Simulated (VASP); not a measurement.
Computed with PBEsol GGA, VASP's PBE PAW potentials (set 64) (plane waves; VASP).

A VASP calculation is set up with these files.

### INCAR
```
SYSTEM = ZnSe
PREC = Accurate
ENCUT = 520
EDIFF = 1E-7
NELM = 100
ALGO = Normal
LREAL = .FALSE.
LASPH = .TRUE.
ISMEAR = 0
SIGMA = 0.05
GGA = PS
LMAXMIX = 4
LWAVE = .FALSE.
LCHARG = .FALSE.
LORBIT = 11
ICHARG = 11
```

**POSCAR**
```
ZnSe
1
   -0.0000000000     2.8207696256     2.8207696256
    2.8207696256     0.0000000000     2.8207696256
    2.8207696256     2.8207696256     0.0000000000
Zn Se
1 1
Direct
  0.0000000000   0.0000000000   0.0000000000
  0.2500000000   0.2500000000   0.2500000000
```

KPOINTS:
```
k-points along high-symmetry lines
15
Line-mode
Reciprocal
  0.000000   0.000000   0.000000 ! GAMMA
 -0.500000  -0.500000   0.000000 ! X

 -0.500000  -0.500000   0.000000 ! X
 -0.375000  -0.375000   0.250000 ! U

 -0.375000  -0.000000   0.375000 ! K
  0.000000   0.000000   0.000000 ! GAMMA

  0.000000   0.000000   0.000000 ! GAMMA
 -0.000000   0.000000   0.500000 ! L

 -0.000000   0.000000   0.500000 ! L
 -0.500000  -0.250000   0.250000 ! W

 -0.500000  -0.250000   0.250000 ! W
 -0.500000  -0.500000   0.000000 ! X
```

POTCAR, in this order: Zn Se (PBE.64 set). Program: vasp_std. Read from the step before: CHGCAR.

The resulting files:

OSZICAR:
```
       N       E                     dE             d eps       ncg     rms          rms(c)
DAV:   1     0.870796779704E+02    0.87080E+02   -0.91973E+03  2340   0.161E+03
DAV:   2     0.272579150673E+00   -0.86807E+02   -0.82574E+02  2498   0.285E+02
DAV:   3    -0.561532061327E+01   -0.58879E+01   -0.57707E+01  2870   0.708E+01
DAV:   4    -0.567458800793E+01   -0.59267E-01   -0.59254E-01  2590   0.740E+00
DAV:   5    -0.567488337266E+01   -0.29536E-03   -0.29536E-03  2830   0.492E-01
DAV:   6    -0.567488576021E+01   -0.23876E-05   -0.23875E-05  2675   0.450E-02
DAV:   7    -0.567488578949E+01   -0.29273E-07   -0.29284E-07  2762   0.452E-03
   1 F= -.56748858E+01 E0= -.56748858E+01  d E =-.942135E-11
```

OUTCAR:
```
 val. band max:        1.6071764902   @ k =   0.0000   0.0000   0.0000

 cond. band min:       2.8331311245   @ k =   0.0000   0.0000   0.0000



 k-point     1 :       0.0000    0.0000    0.0000
  band No.  band energies     occupation
      1     -11.7690      2.00000
      2      -5.0005      2.00000
      3      -5.0005      2.00000
      4      -5.0005      2.00000
      5      -4.6162      2.00000
      6      -4.6162      2.00000
      7       1.6072      2.00000
      8       1.6072      2.00000
      9       1.6072      2.00000
     10       2.8331      0.00000
     11       7.3345      0.00000
     12       7.3345      0.00000
     13       7.3345      0.00000

 k-point     2 :      -0.0357   -0.0357    0.0000
  band No.  band energies     occupation
      1     -11.7574      2.00000
      2      -5.0016      2.00000
      3      -4.9980      2.00000
      4      -4.9980      2.00000
      5      -4.6173      2.00000
      6      -4.6155      2.00000
      7       1.3931      2.00000
      8       1.5661      2.00000
      9       1.5661      2.00000
     10       3.0598      0.00000
     11       7.2516      0.00000
     12       7.3954      0.00000
     13       7.3954      0.00000

 k-point     3 :      -0.0714   -0.0714    0.0000
  band No.  band energies     occupation
      1     -11.7226      2.00000
      2      -5.0047      2.00000
      3      -4.9903      2.00000
      4      -4.9903      2.00000
      5      -4.6205      2.00000
      6      -4.6137      2.00000
      7       0.9643      2.00000
      8       1.4488      2.00000
      9       1.4488      2.00000
     10       3.5233      0.00000
     11       7.0308      0.00000
     12       7.5720      0.00000
     13       7.5720      0.00000

 k-point     4 :      -0.1071   -0.1071    0.0000
  band No.  band energies     occupation
      1     -11.6660      2.00000
      2      -5.0092      2.00000
      3      -4.9777      2.00000
      4      -4.9777      2.00000
...
```

The density is held fixed in this step, so its total energy and stress have no physical meaning.

The compound is ZnSe in the zinc blende structure. It was relaxed first.
